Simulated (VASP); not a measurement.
The system is TcSe2.

```
Tc Se
1.0
     0.00000    3.14575    3.14575
     3.14575    0.00000    3.14575
     3.14575    3.14575    0.00000
Tc Se
1 2
Direct
  0.00000 0.00000 0.00000
  0.25000 0.25000 0.25000
  0.75000 0.75000 0.75000
```

The cell comes from a database or a generator and needn't be the stable form of this composition.

Base run:

```yaml
Program: VASP 6.6.1
Functional: PBEsol
Potentials_or_basis: VASP PAW PBE potentials, release 64 (Tc_pv, Se)
Cutoff: 520 eV
k_mesh: 5 × 5 × 5
Occupations: gaussian, width 0.05 eV
Spin: collinear spin, ferromagnetic start
Starting_moments: "[0.5, 0.0, 0.0] μB"
Hubbard_terms: Tc d U = 7 eV
```

Its results: pressure -6.3 GPa; site moments Tc +1.83; Se -0.21 μB.

Problem. The run is repeated on the same cell with these changes: further incar settings from ALGO = Fast; EDIFF = 1e-06 to ALGO = Normal; EDIFF = 1e-06; fixed moment from none to 1 μB. What comes out?

Solution. Pressure -7.5 GPa; site moments Tc +1.66; Se -0.21 μB.

Caveats: the PAW data sets were made with another functional, which shifts forces and pressure a little; the total moment is fixed, so each spin has its own Fermi level (some runs).
